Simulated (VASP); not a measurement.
Given:

```xyz
1
Lattice="-1.6690 1.6690 1.6690 1.6690 -1.6690 1.6690 1.6690 1.6690 -1.6690" Properties=species:S:1:pos:R:3 pbc="T T T"
Ta     0.0000     0.0000     0.0000
```

Method: r2SCAN meta-GGA, VASP's PBE PAW potentials (set 64) (plane waves; VASP). Settings: 520 eV cut-off, 15×15×15 Γ-centred mesh, first-order Methfessel-Paxton smearing of 0.10 eV, potentials Ta_pv.

**Question.** Give the stress tensor in GPa (positive for a compressed cell).

**Answer.** 
```
-5.23   0.00   0.00
 0.00  -5.23   0.00
 0.00   0.00  -5.23
```
The pressure is its mean diagonal, -5.23 GPa.

The compound is Ta in the bcc structure. This cell is one point of a volume scan, at 1.03 of the reference volume.
